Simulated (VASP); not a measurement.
The input files of a VASP run:

INCAR:
```
ALGO  =  Normal
EDIFF  =  1E-6
EDIFFG  =  -0.02
ENCUT  =  500
GGA  =  PS
IBRION  =  2
ISIF  =  3
ISMEAR  =  1
LASPH  =  .TRUE.
LCHARG  =  .FALSE.
LMAXMIX  =  4
LREAL  =  .FALSE.
LWAVE  =  .FALSE.
NELM  =  100
NSW  =  40
PREC  =  Accurate
PSTRESS  =  100
SIGMA  =  0.1
SYSTEM  =  Zn
```

KPOINTS:
```
K-points
0
Gamma
 16 16 8
0 0 0
```

**POSCAR**
```
Zn
1
    1.2897156588    -2.2338534712     0.0000000000
    1.2897156588     2.2338534712     0.0000000000
    0.0000000000     0.0000000000     4.6995384047
Zn
2
Direct
  0.3333330000   0.6666670000   0.2500000000
  0.6666670000   0.3333330000   0.7500000000
```

POTCAR, in this order: Zn (PBE.64 set). Program: vasp_std.

Translate this PBEsol calculation to Quantum ESPRESSO's pw.x.

One equivalent input (not run):
```
&CONTROL
  calculation = 'vc-relax'
  pseudo_dir = './pseudo'
  outdir = './out'
  tprnfor = .true.
  tstress = .true.
  nstep = 40
  forc_conv_thr = 0.00078
/
&SYSTEM
  ibrav = 0
  nat = 2
  ntyp = 1
  ecutwfc = 84
  occupations = 'smearing'
  smearing = 'methfessel-paxton'
  degauss = 0.00735
  input_dft = 'pbesol'
/
&ELECTRONS
  conv_thr = 7.3e-08
  electron_maxstep = 100
/
&IONS
/
&CELL
  press = 100
/
ATOMIC_SPECIES
  Zn 65.380 Zn.upf
CELL_PARAMETERS angstrom
     1.2897157   -2.2338535    0.0000000
     1.2897157    2.2338535    0.0000000
     0.0000000    0.0000000    4.6995384
ATOMIC_POSITIONS crystal
  Zn   0.3333330  0.6666670  0.2500000
  Zn   0.6666670  0.3333330  0.7500000
K_POINTS automatic
  16 16 8 0 0 0
```
Limits of the translation: the potentials are each code's own (VASP's PAW set, PseudoDojo norm-conserving files in pw.x), so ENCUT and ecutwfc are chosen apart and not converted; conv_thr bounds pw.x's estimated SCF error, while EDIFF bounds the energy change between steps; forc_conv_thr acts on force components and is met together with etot_conv_thr.

The compound is Zn in the hcp structure. This run relaxes it under an external pressure of 10 GPa. Symmetry was kept, so distortions that lower it aren't found.
